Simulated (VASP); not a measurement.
Here is the system:

```
CELL_PARAMETERS angstrom
      4.39123     0.00000     0.00000
     -2.19562     3.80292     0.00000
      0.00000     0.00000     7.18014
ATOMIC_POSITIONS crystal
  Cd 0.66667 0.33333 0.48375
  Cd 0.00000 0.00000 0.01496
  Te 0.00000 0.00000 0.62804
  Se 0.66667 0.33333 0.12126
```

Computed with LDA (Ceperley-Alder, Perdew-Zunger), VASP's LDA PAW potentials (set 64) (plane waves; VASP). Run with 400 eV cut-off, Gaussian smearing of 0.050 eV, potentials Cd Te Se.

Unless said otherwise, spin-orbit coupling is left out, though it shifts the bands of the heavy elements here.

**Question.** Give the energies of bands 13 to 21 at the high-symmetry points, in eV from the valence-band maximum.

**Answer.** 
```csv
band,Γ,M,K,A,L,H
13,-4.92,-4.77,-4.38,-3.16,-4.86,-4.76
14,-1.25,-4.14,-4.29,-3.09,-4.66,-4.57
15,-1.25,-3.12,-3.55,-1.11,-2.07,-3.11
16,-0.35,-2.33,-2.44,-1.11,-1.91,-2.67
17,0.00,-1.74,-2.17,-0.19,-1.55,-1.66
18,0.00,-0.93,-2.06,-0.19,-1.31,-1.25
19,0.11,2.32,3.26,1.39,2.01,2.81
20,1.88,2.71,3.98,2.46,2.38,3.13
21,4.81,4.01,4.39,4.73,3.84,4.60
```

The gap is direct, 0.11 eV, from the valence maximum at Γ to the conduction minimum at Γ.

The structure comes from a computed database's Cd2TeSe entry (P3m1); how it stands against other phases isn't given here. It was relaxed first, which changed the volume by -7 %.
